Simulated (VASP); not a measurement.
Set up this calculation in VASP 6.6.1, as the native input.

| Property | Result |
| --- | --- |
| Task | single point |
| Functional | PBE |
| Dispersion | D3(BJ) |
| Potentials or basis | VASP PAW PBE potentials, release 64 (B, N) |
| Cutoff | 520 eV |
| k mesh | 14 × 14 × 14 |
| Occupations | gaussian, width 0.02 eV |
| Spin | no spin polarisation |
| Further INCAR settings | ALGO = Normal; EDIFF = 1e-07; NBANDS = 11 |

The structure of BN lies in POSCAR:

```
BN                                      
1.0
    0.0000000000      1.8215418291      1.8215418291
    1.8215418291      0.0000000000      1.8215418291
    1.8215418291      1.8215418291      0.0000000000
  B               N             
     1     1
Direct
     0.0000000000000000    0.0000000000000000    0.0000000000000000
     0.2500000000000000    0.2500000000000000    0.2500000000000000
```

The cell isn't the ideal one: a relaxed cell with its volume scaled by 1.03.

The input as run:

INCAR

```
SYSTEM = BN
PREC = Accurate
ENCUT = 520
EDIFF = 1E-7
ISMEAR = 0
SIGMA = 0.02
LREAL = .False.
LASPH = .True.
NELM = 80
ALGO = Normal
ISIF = 2
LWAVE = .False.
LCHARG = .False.
GGA = PE
IVDW = 12
NBANDS = 11
```

KPOINTS

```
regular mesh
0
Gamma
  14 14 14
  0 0 0
```

Potentials or basis: VASP PAW PBE potentials, release 64 (B, N).

Command:

```sh
$ cat potpaw_PBE.64/B/POTCAR potpaw_PBE.64/N/POTCAR > POTCAR
$ mpirun -np 1 vasp_std > vasp.out
```

It gave:

* Pressure: -10.7 GPa
* Band gap on the k mesh: 4.43 eV, indirect (least direct gap 8.71 eV)
* Dispersion energy per atom: -0.204 eV

Run time: 8.6 s on 1 thread of Intel(R) Xeon(R) Platinum 8488C (Sapphire Rapids), with other jobs on the host, peak memory 0.14 GiB.
